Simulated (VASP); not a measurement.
```xyz
5
Lattice="4.8692 0.0000 0.0000 -2.4346 4.2168 0.0000 0.0000 0.0000 7.5869" Properties=species:S:1:pos:R:3 pbc="T T T"
Er     0.0000     2.8112     1.8717
Er     2.4346     1.4056     5.7152
Te     0.0000     0.0000     0.0000
Te     0.0000     2.8112     4.9087
Te     2.4346     1.4056     2.6782
```

The base run (VASP): PBE GGA, plane waves, VASP's PBE PAW potentials (set 64). Settings: 400 eV cut-off, 5×5×3 Γ-centred mesh, Gaussian smearing of 0.050 eV, potentials Er_3 Te.

The 4f electrons are frozen in the core of the lanthanide potential, so 4f levels, which can set the real gap, and their magnetism are missing.

One setting is varied; ΔE counts from the most expensive setting. The base run took about 60 core-seconds. Times come from single runs on busy shared machines, so they are rough: good to a factor of about 2.

Pressures at a finite cut-off, here 400 eV, hold a Pulay part, which wasn't tested here.

```json
[
 {"setting": "KPOINTS 1×1×1 Γ-centred mesh", "cost over the base run": "about 1/4", "electronic steps": "15", "ΔE (meV/atom)": "878.7", "pressure (GPa)": "8.21"},
 {"setting": "KPOINTS 4×4×2 Γ-centred mesh", "cost over the base run": "within a factor of 2", "electronic steps": "15", "ΔE (meV/atom)": "1.4", "pressure (GPa)": "4.04"},
 {"setting": "KPOINTS 3×3×2 Γ-centred mesh", "cost over the base run": "within a factor of 2", "electronic steps": "15", "ΔE (meV/atom)": "3.5", "pressure (GPa)": "4.02"},
 {"setting": "base run", "cost over the base run": "reference", "electronic steps": "15", "ΔE (meV/atom)": "0.0", "pressure (GPa)": "4.05"},
 {"setting": "KPOINTS 9×9×5 Γ-centred mesh", "cost over the base run": "about 3 times", "electronic steps": "15", "ΔE (meV/atom)": "0.0", "pressure (GPa)": "4.05"},
 {"setting": "KPOINTS 10×10×6 Γ-centred mesh", "cost over the base run": "about 5 times", "electronic steps": "15", "ΔE (meV/atom)": "0.0", "pressure (GPa)": "4.05"},
 {"setting": "KPOINTS 11×11×7 Γ-centred mesh", "cost over the base run": "about 5 times", "electronic steps": "15", "ΔE (meV/atom)": "0.0", "pressure (GPa)": "4.05"}
]
```

Left out are runs that failed, have no time on record or changed the cell.

The structure was generated: Er2Te3 was put into the A-La2O3 type (P-3m1), which need not be its known phase. The cell was not relaxed at this level.
